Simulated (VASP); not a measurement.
Given:

```
Ag2KAsO4
1.0
   -3.00374     3.00374     3.60432
    3.00374    -3.00374     3.60432
    3.00374     3.00374    -3.60432
K Ag As O
1 2 1 4
Direct
  0.50000   0.50000   0.00000
  0.75000   0.25000   0.50000
  0.25000   0.75000   0.50000
  0.00000   0.00000   0.00000
  0.69443   0.03043   0.00000
  0.96957   0.96957   0.66400
  0.03043   0.69443   0.00000
  0.30557   0.30557   0.33600
```

Computed with PBEsol GGA, VASP's PBE PAW potentials (set 64) (plane waves; VASP). Numerical set-up: 400 eV cut-off, 5×5×5 Γ-centred mesh, Fermi-Dirac smearing of 0.020 eV, potentials K_sv Ag As O.

Problem. Give the energies of bands 18 to 31 at the high-symmetry points, in eV from the valence-band maximum.

Solution. 
| band | Γ | X | P | N | M | S | R |
|---|---|---|---|---|---|---|---|
| 18 | -3.21 | -2.98 | -2.96 | -2.95 | -3.63 | -3.50 | -3.42 |
| 19 | -2.77 | -2.80 | -2.87 | -2.88 | -2.69 | -2.75 | -2.79 |
| 20 | -2.77 | -2.77 | -2.87 | -2.45 | -2.46 | -2.45 | -2.46 |
| 21 | -2.18 | -2.33 | -2.12 | -2.20 | -2.46 | -2.40 | -2.38 |
| 22 | -1.86 | -2.13 | -2.12 | -2.16 | -2.17 | -2.22 | -2.17 |
| 23 | -1.85 | -1.90 | -2.08 | -2.08 | -2.11 | -2.15 | -2.16 |
| 24 | -1.63 | -1.79 | -1.91 | -2.06 | -2.10 | -2.05 | -2.03 |
| 25 | -1.63 | -1.71 | -1.61 | -1.75 | -2.10 | -1.96 | -1.88 |
| 26 | -1.61 | -1.49 | -1.61 | -1.67 | -1.47 | -1.58 | -1.68 |
| 27 | -1.20 | -1.42 | -1.33 | -1.57 | -1.46 | -1.49 | -1.51 |
| 28 | -1.20 | -1.33 | -1.22 | -1.43 | -1.11 | -1.18 | -1.14 |
| 29 | -0.93 | -1.08 | -0.84 | -0.93 | -1.11 | -0.93 | -0.87 |
| 30 | -0.79 | -0.44 | -0.84 | -0.24 | 0.00 | -0.10 | -0.19 |
| 31 | 0.07 | 3.16 | 3.17 | 2.31 | 3.66 | 3.63 | 3.64 |

The gap is indirect, 0.07 eV, from the valence maximum at M to the conduction minimum at Γ.

The structure comes from a computed database's KAg2AsO4 entry (I-42m); how it stands against other phases isn't given here. The cell was not relaxed at this level.
